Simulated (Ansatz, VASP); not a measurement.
# Ni (Nickel) in two plane-wave programs

Aim: how closely do two programs agree when they are given the same cell, functional and k mesh? The cell is taken from a series of VASP runs on this material, whose earlier steps may have relaxed, scaled or displaced it; both programs get it as it stands.

Main program and level: Ansatz 0.2.0; plane waves, with VASP 6.6.1 beside it; relaxation of cell and atoms at LDA and relaxation of cell and atoms at PBEsol with D3(BJ).

## 1. The starting structure

It takes space group Fm-3m (No. 225, cubic). The conventional cell has a = 3.423 Å, b = 3.423 Å, c = 3.423 Å, α = 90.00°, β = 90.00°, γ = 90.00°. Nearest to Ni lie 12 Ni at 2.42 Å.

Coordinates:

```xyz
1
Lattice="0.0000 1.7114 1.7114 1.7114 0.0000 1.7114 1.7114 1.7114 0.0000" Properties=species:S:1:pos:R:3 pbc="T T T"
Ni    0.0000    0.0000    0.0000
```

## 2. VASP: relaxation of cell and atoms, LDA

The relaxed volume is the usual yardstick between codes: its relative difference is about their pressure difference at one cell divided by the bulk modulus.

Lines of VASP's logs that name or quote its potential files are left out, and so is its time.

INCAR reads:

```
SYSTEM = Ni
PREC = Accurate
ENCUT = 450
EDIFF = 1E-06
NELM = 100
ISMEAR = 1
SIGMA = 0.15
LREAL = .FALSE.
ALGO = Normal
GGA = CA
NBANDS = 11
ISPIN = 2
MAGMOM = 1
LMAXMIX = 4
LORBIT = 11
LWAVE = .FALSE.
LCHARG = .FALSE.
KPAR = 4
IBRION = 2
NSW = 50
ISIF = 3
EDIFFG = -0.006
```

POSCAR reads:

```
Ni
1.0
    0.0000000000      1.7114099078      1.7114099078
    1.7114099078      0.0000000000      1.7114099078
    1.7114099078      1.7114099078      0.0000000000
Ni
1
Direct
    0.0000000000      0.0000000000      0.0000000000
```

KPOINTS reads:

```
Automatic mesh
0
Gamma
22 22 22
0 0 0
```

Potentials, in the order of the species: Ni (LDA family, release 64).

Launch:

```bash
$ mpirun -np 4 vasp_std
```

Numbers of over 12 decimals in the logs are rounded to 6 here.

Log:

```text
[banner, memory and clock lines left out]
running    4 mpi-ranks, on    1 nodes
 distrk:  each k-point on    1 cores,    4 groups
 distr:  one band on    1 cores,    1 groups

 POSCAR found type information on POSCAR Ni
 POSCAR found :  1 types and       1 ions
 LDA part: xc-table for (Slater(with rela. corr.)+CA(PZ))
 , standard interpolation
 POSCAR, INCAR and KPOINTS ok, starting setup
 FFT: planning ... GRIDC
 FFT: planning ... GRID_SOFT
 FFT: planning ... GRID
 WAVECAR not read
 entering main loop
       N       E                     dE             d eps       ncg     rms          rms(c)
DAV:   1     0.252605149903E+02    0.25261E+02   -0.42337E+03 15096   0.108E+03
DAV:   2    -0.686879025975E+01   -0.32129E+02   -0.30253E+02 15001   0.164E+02
DAV:   3    -0.768534270348E+01   -0.81655E+00   -0.81307E+00 16260   0.307E+01
DAV:   4    -0.769170804219E+01   -0.63653E-02   -0.63642E-02 16125   0.239E+00
DAV:   5    -0.769183694786E+01   -0.12891E-03   -0.12890E-03 16574   0.324E-01    0.111E+01
DAV:   6    -0.689531602577E+01    0.79652E+00   -0.14497E+01 17523   0.559E+01    0.566E+00
DAV:   7    -0.660298290678E+01    0.29233E+00   -0.23233E+00 17350   0.210E+01    0.212E+00
DAV:   8    -0.658174601798E+01    0.21237E-01   -0.22693E-02 20785   0.141E+00    0.952E-01
DAV:   9    -0.657895324976E+01    0.27928E-02   -0.16205E-03 21412   0.313E-01    0.281E-01
DAV:  10    -0.657830731725E+01    0.64593E-03   -0.40839E-04 21956   0.139E-01    0.534E-02
DAV:  11    -0.657826774893E+01    0.39568E-04   -0.44495E-05 18550   0.693E-02    0.186E-02
DAV:  12    -0.657826519088E+01    0.25581E-05   -0.84115E-06 12685   0.218E-02    0.133E-02
DAV:  13    -0.657826565189E+01   -0.46101E-06   -0.42626E-07  9386   0.706E-03
   1 F= -.65782657E+01 E0= -.65778037E+01  d E =-.657827E+01  mag=     0.5725
 curvature:   0.00 expect dE= 0.000E+00 dE for cont linesearch  0.000E+00
 trial: gam= 0.00000 g(F)=  0.293E-64 g(S)=  0.625E-04 ort = 0.000E+00 (trialstep = 0.100E+01)
 search vector abs. value=  0.625E-04
 bond charge predicted
       N       E                     dE             d eps       ncg     rms          rms(c)
DAV:   1    -0.657982814102E+01   -0.15630E-02   -0.22771E-02 17180   0.233E+00    0.337E-01
DAV:   2    -0.657870872698E+01    0.11194E-02   -0.20741E-02 17648   0.196E+00    0.168E-01
DAV:   3    -0.657827846764E+01    0.43026E-03   -0.29416E-03 17372   0.777E-01    0.528E-02
DAV:   4    -0.657824428394E+01    0.34184E-04   -0.26335E-05 16599   0.394E-02    0.299E-02
DAV:   5    -0.657824062799E+01    0.36560E-05   -0.62784E-06 17626   0.168E-02    0.611E-03
DAV:   6    -0.657824088103E+01   -0.25304E-06   -0.24619E-07  7691   0.481E-03
   2 F= -.65782409E+01 E0= -.65777833E+01  d E =0.247709E-04  mag=     0.5705
 trial-energy change:    0.000025  1 .order    0.000019   -0.000063    0.000101
 step:   0.3362(harm=  0.3832)  dis= 0.00000  next Energy=    -6.578276 (dE=-0.103E-04)
 bond charge predicted
       N       E                     dE             d eps       ncg     rms          rms(c)
DAV:   1    -0.657897680876E+01   -0.73618E-03   -0.10048E-02 17141   0.155E+00    0.224E-01
DAV:   2    -0.657848250104E+01    0.49431E-03   -0.92461E-03 17633   0.130E+00    0.112E-01
DAV:   3    -0.657829004676E+01    0.19245E-03   -0.13137E-03 17312   0.520E-01    0.354E-02
DAV:   4    -0.657827469730E+01    0.15349E-04   -0.11923E-05 16600   0.265E-02    0.199E-02
DAV:   5    -0.657827317045E+01    0.15269E-05   -0.26988E-06 11995   0.112E-02    0.412E-03
DAV:   6    -0.657827328903E+01   -0.11858E-06   -0.18599E-07  7447   0.437E-03
   3 F= -.65782733E+01 E0= -.65778129E+01  d E =-.763713E-05  mag=     0.5717
 curvature:  -0.19 expect dE=-0.221E-09 dE for cont linesearch -0.221E-09
 trial: gam=-0.00429 g(F)=  0.188E-66 g(S)=  0.116E-08 ort = 0.269E-06 (trialstep = 0.867E+00)
 search vector abs. value=  0.100E-09
 reached required accuracy - stopping structural energy minimisation
```

OUTCAR, selected parts (step 2):

```text
ion  position               nearest neighbor table
   1  0.000  0.000  0.000-

  LATTYP: Found a face centered cubic cell.
 ALAT       =     3.4228198156

 Subroutine GETGRP returns: Found 48 space group operations
 (whereof 48 operations were pure point group operations)

The static configuration has the point symmetry O_h .

 Found    328 irreducible k-points:

   k-points           NKPTS =    328   k-points in BZ     NKDIM =    328   number of bands    NBANDS=     11

   dimension x,y,z NGX =    18 NGY =   18 NGZ =   18
   dimension x,y,z NGXF=    36 NGYF=   36 NGZF=   36

   ENCUT  =  450.0 eV  33.07 Ry    5.75 a.u.   4.19  4.19  4.19*2*pi/ulx,y,z

   NELECT =      10.0000    total number of electrons

 k-points in reciprocal lattice and weights: Automatic mesh
   0.00000000  0.00000000  0.00000000       0.000
   0.04545455  0.00000000  0.00000000       0.001
   0.09090909  0.00000000  0.00000000       0.001
   0.13636364  0.00000000  0.00000000       0.001
   0.18181818  0.00000000  0.00000000       0.001
   0.22727273  0.00000000  0.00000000       0.001
   0.27272727  0.00000000  0.00000000       0.001
   0.31818182  0.00000000  0.00000000       0.001
   0.36363636  0.00000000  0.00000000       0.001
[...]
-0.27272727  0.45454545  0.22727273       0.002
  -0.27272727  0.50000000  0.22727273       0.001

 average (electrostatic) potential at core
       1 -80.9551

 E-fermi :  10.2632

 spin component 1
 k-point     1 :       0.0000    0.0000    0.0000
  band No.  band energies     occupation
    ...
      2       7.7013      1.00000
      3       7.7013      1.00000
      4       7.7013      1.00000
      5       9.0028      1.00000
      6       9.0028      1.00000
      7      34.7340      0.00000
      8      39.1538      0.00000
      9      39.1538      0.00000
     10      39.1538      0.00000
     11      42.4277      0.00000

 k-point     2 :       0.0455    0.0000    0.0000
  band No.  band energies     occupation
    ...
      2       7.6767      1.00000
      3       7.7223      1.00000
      4       7.7223      1.00000
      5       8.9936      1.00000
      6       8.9936      1.00000
      7      34.5394      0.00000
      8      37.9271      0.00000
      9      38.9692      0.00000
     10      38.9692      0.00000
     11      42.7036      0.00000

 k-point     3 :       0.0909    0.0000    0.0000
  band No.  band energies     occupation
    ...
      2       7.6074      1.00000
      3       7.7799      1.00000
      4       7.7799      1.00000
      5       8.9706      1.00000
      6       8.9706      1.00000
      7      33.5537      0.00000
      8      36.4704      0.00000
      9      38.5516      0.00000
     10      38.5516      0.00000
     11      43.3500      0.00000

 k-point     4 :       0.1364    0.0000    0.0000
  band No.  band energies     occupation
    ...
      2       7.5081      1.00000
      3       7.8576      1.00000
      4       7.8576      1.00000
      5       8.9503      1.00000
      6       8.9503      1.00000
      7      31.5290      0.00000
      8      35.8788      0.00000
      9      38.0825      0.00000
     10      38.0825      0.00000
     11      43.4133      0.00000

 k-point     5 :       0.1818    0.0000    0.0000
  band No.  band energies     occupation
    ...
      2       7.4032      1.00000
      3       7.9262      1.00000
      4       7.9262      1.00000
      5       8.9604      1.00000
      6       8.9604      1.00000
      7      29.1575      0.00000
      8      35.5445      0.00000
      9      37.6447      0.00000
     10      37.6447      0.00000
     11      43.4335      0.00000

 k-point     6 :       0.2273    0.0000    0.0000
  band No.  band energies     occupation
    ...
      2       7.3307      1.00000
      3       7.9538      1.00000
      4       7.9538      1.00000
      5       9.0297      1.00000
      6       9.0297      1.00000
      7      26.7636      0.00000
      8      35.1675      0.00000
      9      37.2665      0.00000
     10      37.2665      0.00000
     11      43.3089      0.00000

  Total       -0.0000896     -0.0000896     -0.0000896      0.0000000      0.0000000      0.0000000
  in kB       -0.0143284     -0.0143284     -0.0143284      0.0000000      0.0000000      0.0000000
  external PRESSURE =      -0.0143284 kB  Pullay stress =       0.0000000 kB

  energy-cutoff  :      450.00
  volume of cell :       10.02
      direct lattice vectors                 reciprocal lattice vectors
    -0.000000000  1.710833021  1.710833021    -0.292255290  0.292255290  0.292255290
     1.710833021  0.000000000  1.710833021     0.292255290 -0.292255290  0.292255290
     1.710833021  1.710833021  0.000000000     0.292255290  0.292255290 -0.292255290

 POSITION                                       TOTAL-FORCE (eV/Angst)
 -----------------------------------------------------------------------------------
      0.00000      0.00000      0.00000         0.000000      0.000000     -0.000000
 -----------------------------------------------------------------------------------
    total drift:                               -0.000000     -0.000000     -0.000000

  FREE ENERGIE OF THE ION-ELECTRON SYSTEM (eV)
  ---------------------------------------------------
  free  energy   TOTEN  =        -6.5782732890 eV

  energy  without entropy=       -6.5768921318  energy(sigma->0) =       -6.57781290

 reached required accuracy - stopping structural energy minimisation

 total charge
# of ion       s       p       d       tot
------------------------------------------
    1        0.536   0.574   8.369   9.479

 magnetization (x)
# of ion       s       p       d       tot
------------------------------------------
    1       -0.005  -0.019   0.596   0.572

[... 6 further parts left out ...]
```

## 3. Ansatz: relaxation of cell and atoms, LDA

Ansatz runs on its default PAW (the set named soft_2) files.

The same cell, functional (in two slightly different forms), mesh and smearing now go to Ansatz, which takes its cutoff from its data sets.

input.yaml reads:

```yaml
crystal:
  lattice:
    - [0.0, 1.7114099078, 1.7114099078]
    - [1.7114099078, 0.0, 1.7114099078]
    - [1.7114099078, 1.7114099078, 0.0]
  atoms:
    - { symbol: Ni, position: [0.0, 0.0, 0.0], spin: 1.0 }
hamiltonian:
  xc: lda
  pseudopotentials: { kind: paw }
magnetization:
  spin_polarized: true
kpoints:
  mp_grid: { grid: [22, 22, 22] }
scf:
  occupations: { method: methfessel_paxton, width: 0.15 }
relax:
  f_tol: 0.01
  max_steps: 60
  cell: { stress_tol: 0.05 }
output:
  forces: true
  stress: true
```

Launch:

```bash
$ ansatz run input.yaml --threads 4 --pin off --max-ram 9216MiB --backend cpu --events-out ev --progress --plain --runs-dir out
```

Log:

```text
Engine: ansatz 0.2.0, x86_64-unknown-linux-gnu
Pseudopotentials: kind: paw
Pseudopotential: Ni, paw, valence charge 18, recommended cutoff 420 eV (normal), Ni.paw.azcp
Functional definition: SPW92
  exchange = slater_x
  correlation = pw_c
Crystal: 1 atoms, lattice volume = 10.025 Å³
Basis set: ecut = 420 eV, 181 PW (Γ)
Bands: 14, of which v1, the nominal top of the filled ones, is band 9 counted from 1 (8 counted from 0)
Symmetry: 48 space group operations
Space group: Fm-3m (ITA 225), of the structure as read, at distance tolerance 2.2e-5 Å
Magnetic group: BNS 225.116 (UNI 1618), of the structure as read, at distance tolerance 2.2e-5 Å
k-points: 328 of 10648
Non-local potential: Ni, projectors of the file, l = 0: 3, l = 1: 2, l = 2: 3, l = 3: 1
PAW form: soft (Blöchl's): semilocal exchange-correlation on the pseudo side does not see the compensation charge
PAW frozen core: Ni, regenerated for the run's functional, and the local potential with it (the file was generated under x = pbe(κ = 0.804, μ = 0.219515), c = pbe(β = 0.066725))
PAW one-centre angular grid: Ni, 590 points (default); XC on 64 Gauss nodes
Initial density: superposition of atomic densities (chi_scale 0.1, normalization cell)
Starting moments: Σ|m| = 1 μB on 1 of 1 site
Initial wavefunctions: pseudopotential atomic-orbital guess
Functional: x = slater, c = lda
SCF iter   1: F=—  HF=-5772.711228 eV  |F-HF|=—  |Δ(HF+E_count)|=         —  Δρ=9.31e-2 (↑6.53e-2 ↓9.31e-2)  dr2=1.42e0  dr2_m=2.17e-2  M=0.897 μB ∫|m|=0.950 μB  β_m=0.30  ethr=3.10e-3  ⟨swp⟩=5.1  Hψ=48257  notcnv=0
Mixer restart at iter 1: flushing history
preconditioner: auto → none  [metal: Δε(μ)=0.006 eV  Ē_g=16.788 eV  σ=0.150 eV  W_gap=0.02  n_scr=0 (ndim 8)  ℏωp=37.1 eV  f_vac=0.000  D(μ)=1.22/eV (n_scr^D=14)]
SCF iter   2: F=—  HF=-5772.321588 eV  |F-HF|=—  |Δ(HF+E_count)|=   3.90e-1  Δρ=5.23e-2 (↑4.59e-2 ↓5.23e-2)  dr2=4.49e-1  dr2_m=8.45e-3  M=0.806 μB ∫|m|=0.865 μB  β_m=0.25  ethr=3.10e-3  ⟨swp⟩=3.0  Hψ=22607  notcnv=0  defer=307
SCF iter   3: F=—  HF=-5772.519732 eV  |F-HF|=—  |Δ(HF+E_count)|=   1.98e-1  Δρ=1.88e-2 (↑1.25e-2 ↓1.88e-2)  dr2=2.74e-2  dr2_m=6.34e-3  M=0.805 μB ∫|m|=0.866 μB  β_m=0.55  ethr=2.49e-3  ⟨swp⟩=2.5  Hψ=15888  notcnv=0  defer=308
SCF iter   4: F=—  HF=-5773.209850 eV  |F-HF|=—  |Δ(HF+E_count)|=         —  Δρ=4.64e-2 (↑1.01e-2 ↓4.64e-2)  dr2=9.70e-2  dr2_m=6.46e-2  M=0.652 μB ∫|m|=0.708 μB  β_m=0.55  ethr=1.52e-4  ⟨swp⟩=2.3  Hψ=17978  notcnv=0  defer=328
Mixer restart at iter 4: flushing history
SCF iter   5: F=—  HF=-5773.375656 eV  |F-HF|=—  |Δ(HF+E_count)|=   1.66e-1  Δρ=3.09e-2 (↑3.09e-2 ↓9.54e-3)  dr2=7.47e-2  dr2_m=1.28e-2  M=0.654 μB ∫|m|=0.712 μB  β_m=0.50  ethr=1.52e-4  ⟨swp⟩=2.1  Hψ=20639  notcnv=0  defer=283
SCF iter   6: F=—  HF=-5773.364798 eV  |F-HF|=—  |Δ(HF+E_count)|=   1.09e-2  Δρ=3.38e-2 (↑7.67e-3 ↓3.38e-2)  dr2=8.78e-2  dr2_m=1.93e-2  M=0.615 μB ∫|m|=0.673 μB  β_m=0.26  ethr=1.52e-4  ⟨swp⟩=2.0  Hψ=20542  notcnv=0  defer=342
SCF iter   7: F=—  HF=-5773.377235 eV  |F-HF|=—  |Δ(HF+E_count)|=   1.24e-2  Δρ=9.21e-3 (↑5.25e-3 ↓9.21e-3)  dr2=1.41e-3  dr2_m=4.71e-3  M=0.614 μB ∫|m|=0.673 μB  β_m=0.50  ethr=1.52e-4  ⟨swp⟩=2.3  Hψ=16854  notcnv=0  defer=139
SCF iter   8: F=—  HF=-5773.386770 eV  |F-HF|=—  |Δ(HF+E_count)|=   9.53e-3  Δρ=1.22e-3 (↑1.22e-3 ↓3.02e-4)  dr2=4.51e-5  dr2_m=5.09e-5  M=0.597 μB ∫|m|=0.655 μB  β_m=0.75  ethr=7.82e-6  ⟨swp⟩=2.1  Hψ=14910  notcnv=0  defer=182
SCF iter   9: F=—  HF=-5773.386746 eV  |F-HF|=—  |Δ(HF+E_count)|=   2.37e-5  Δρ=9.00e-4 (↑6.49e-4 ↓9.00e-4)  dr2=1.32e-4  dr2_m=2.28e-6  M=0.596 μB ∫|m|=0.654 μB  β_m=0.75  ethr=2.50e-7  ⟨swp⟩=1.7  Hψ=11287  notcnv=0  defer=184
SCF iter  10: F=—  HF=-5773.376934 eV  |F-HF|=—  |Δ(HF+E_count)|=         —  Δρ=1.94e-3 (↑1.49e-3 ↓1.94e-3)  dr2=1.16e-5  dr2_m=2.63e-4  M=0.606 μB ∫|m|=0.664 μB  β_m=0.75  ethr=2.50e-7  ⟨swp⟩=2.2  Hψ=13257  notcnv=0  defer=163
Mixer restart at iter 10: flushing history
iteration 10: the input's own smearing fills from here on; a Gaussian of 0.15 eV has filled iterations ahead of it
SCF iter  11: F=—  HF=-5773.376973 eV  |F-HF|=—  |Δ(HF+E_count)|=   3.94e-5  S|Δr|=    0.00e0  Δρ=1.34e-3 (↑1.34e-3 ↓6.55e-4)  dr2=2.90e-5  dr2_m=8.89e-5  M=0.609 μB ∫|m|=0.667 μB  β_m=0.88  ethr=6.47e-8  ⟨swp⟩=2.4  Hψ=14674  notcnv=0  defer=163
SCF iter  12: F=—  HF=-5773.377196 eV  |F-HF|=—  |Δ(HF+E_count)|=   2.23e-4  S|Δr|=    0.00e0  Δρ=2.86e-3 (↑1.42e-3 ↓2.86e-3)  dr2=9.58e-4  dr2_m=5.28e-5  M=0.615 μB ∫|m|=0.673 μB  β_m=0.23  ethr=6.47e-8  ⟨swp⟩=3.1  Hψ=17251  notcnv=0  defer=163  recentre
SCF iter  13: F=—  HF=-5773.376979 eV  |F-HF|=—  |Δ(HF+E_count)|=   2.17e-4  S|Δr|=    0.00e0  Δρ=7.20e-4 (↑7.20e-4 ↓5.99e-4)  dr2=8.69e-7  dr2_m=3.98e-5  M=0.611 μB ∫|m|=0.669 μB  β_m=0.62  ethr=6.47e-8  ⟨swp⟩=2.9  Hψ=16722  notcnv=0  defer=162
SCF iter  14: F=—  HF=-5773.376987 eV  |F-HF|=—  |Δ(HF+E_count)|=   8.12e-6  S|Δr|=    0.00e0  Δρ=9.20e-6 (↑9.20e-6 ↓9.13e-6)  dr2=1.84e-9  dr2_m=6.57e-9  M=0.615 μB ∫|m|=0.673 μB  β_m=0.81  ethr=5.56e-10  ⟨swp⟩=3.2  Hψ=37840  notcnv=0
SCF iter  15: F=-5773.376987 eV  HF=-5773.376987 eV  |F-HF|=3.69e-10  |Δ(HF+E_count)|=   4.96e-9  S|Δr|=    0.00e0  Δρ=2.19e-6 (↑1.87e-6 ↓2.19e-6)  dr2=3.22e-11  dr2_m=3.66e-10  M=0.615 μB ∫|m|=0.673 μB  ethr=1.02e-11  ⟨swp⟩=3.0  Hψ=22457  notcnv=0
SCF 1 converged in 15 iterations: F = -5773.376987 eV  dr2 = 3.22e-11
  greatest PAW one-centre occupation: 1.002 electrons in one spin orbital (limit 2), on the Ni atom at site 0 (counted from 0), in its partial waves of l = 1
relax step   1: F+E_penalty+E_count = -5773.37698709 eV  Δ(F+E_penalty+E_count) = +0.000e0 eV  max|allowed force component| = 0.000e0 eV/Å  Δτ_max = 0.0000 Å  P = +0.231 GPa  Ω = 10.025 Å³  (15 SCF iters, dr2 threshold 1.00e-7 eV, accepted)
[...]
relax step   2: F+E_penalty+E_count = -5773.37698864 eV  Δ(F+E_penalty+E_count) = -1.544e-6 eV  max|allowed force component| = 0.000e0 eV/Å  Δτ_max = 0.0000 Å  P = +0.123 GPa  Ω = 10.029 Å³  energy of the carried Pulay correction = -3.126e-6 eV  (5 SCF iters, dr2 threshold 1.00e-7 eV, accepted)
[...]
relax step   3: F+E_penalty+E_count = -5773.37698691 eV  Δ(F+E_penalty+E_count) = +1.724e-6 eV  max|allowed force component| = 0.000e0 eV/Å  Δτ_max = 0.0000 Å  P = -0.000 GPa  Ω = 10.034 Å³  energy of the carried Pulay correction = -6.713e-6 eV  (5 SCF iters, dr2 threshold 3.80e-8 eV, accepted)
[...]
relax step   4: F+E_penalty+E_count = -5773.37699252 eV  Δ(F+E_penalty+E_count) = -5.610e-6 eV  max|allowed force component| = 0.000e0 eV/Å  Δτ_max = 0.0000 Å  P = +0.001 GPa  Ω = 10.034 Å³  stress off target by 7.82e-4 GPa  SCF on the basis re-selected at this cell (its energy is not comparable with the rows above)  (5 SCF iters)
basis re-selected at this cell: Δ(F+E_penalty+E_count) = -5.610e-6 eV, ΔP = +0.001 GPa vs the last step (what re-selecting the basis moved, of the pressure what is left beyond the Pulay correction that the steps carried, after the strain that the cell walked since its last selection, with what the two solves' SCF thresholds leave and, on support functions, any second-order correction that the steps lacked; it is no measure of the basis error at this ecutwfc). This SCF's stress stands 7.82e-4 GPa from its target on what of the cell is left free (relax.cell.stress_tol is 5.00e-2 GPa) and its largest allowed force component is 0.00e0 eV/Å (relax.f_tol is 1.00e-2 eV/Å): [rest of the remark cut]
SCF converged after 5 iterations
Stability not checked: this state was not tested for a lower state beside it, because cold or Methfessel-Paxton smearing, or corrected tetrahedra, fill the levels in a way that the test cannot read (fill_not_monotonic; see scf.lower_state_search)
Magnetization: 0.6151 μB (9.3075 up, 8.6925 down)
Absolute magnetization: 0.6747 μB (∫|ρ↑−ρ↓|, with the PAW one-centre terms)
Spin contamination: 0.0039 ħ² per cell (⟨S²⟩ above its minimum at these occupations)
Per-site moments (μB) at R_I (Å): [(0.641422, 0.998675)]
Free energy (F): -5773.376993 eV
Harris-Foulkes:  -5773.376993 eV  (|F-HF|=1.36e-11)
Internal energy: -5773.376320 eV  (E = F + TS)
E sigma→0 (E₀):  -5773.376824 eV
Entropy (-TS):   -0.000673 eV (-0.673 meV/atom)
Fermi energy:    19.637835 eV
--- Per-component energies (eV) ---
  E_band       = -257.101663
  E_kinetic    = 284.486468
  E_local      = -3304.363501  (includes V_loc(G=0)·N_el)
  E_nonlocal   = 637.746324
  E_hartree    = 1379.640212
  E_xc         = -85.444175
  E_vxc        = -110.625843  (∫ρ·V_xc dr)
  E_paw        = -1562.114307  (= ΣΔE_a)
  E_vpaw       = -523.626441  (= ΣTr[D̂ρ^β])
  E_aug_tail   = 0.000698  (compensation charges beyond the density's cutoff)
  E_ewald      = -3123.762159
  E_core_change = 0.434120  (= ΣΔE_core)
  E_smearing   = -0.000673  (= −TS)
  E_closure    = -0.000000  (closes the sum)
  Σ components = -5773.376993   (vs F -5773.376993, Δ=0.00e0)
--- Forces (eV/Å), atoms counted from 1 ---
  atom   1  Ni    -0.00000000     0.00000000    -0.00000000
  max |Σ_I F_I| component: 2.47e-31 eV/Å
--- Stress (GPa, compression-positive) ---
        0.000782      -0.000000      -0.000000
       -0.000000       0.000782      -0.000000
       -0.000000      -0.000000       0.000782
  P = ⅓ Tr σ = 0.0008 GPa (0.008 kbar)
--- Relaxed structure (3 steps of the walk, 3 accepted, 1 SCFs on fresh bases) ---
  F+E_penalty+E_count = -5773.37699252 eV   max|allowed force component| = 0.000e0 eV/Å   (the final SCF, on the basis selected at the relaxed cell)
  cell:  # Å, volume = 10.0343 Å³
    - [0, 1.711927, 1.711927]
    - [1.711927, 0, 1.711927]
    - [1.711927, 1.711927, 0]
  atoms:
    - { symbol: Ni, position: [0.0, 0.0, 0.0] }
```

The job ended after 7 s (4 threads of Intel Xeon Platinum 8375C at 2.90GHz (Ice Lake), shared host; peak memory 0.44 GiB; 22 s of CPU time).

[end of part 1 of 2]

[Lines on the potential files, build, host, timing and source positions are cut from VASP's logs without a mark.]

[Logs are printed without paths, hosts, clocks, repeated set-up lines and the standing remarks that a program may print on its own settings, such as how far it seeks lower states.]

[Hosts, paths, dates, database ids (printed as entryN), source tags and the programs' standing remarks are cut or masked in the printed files.]
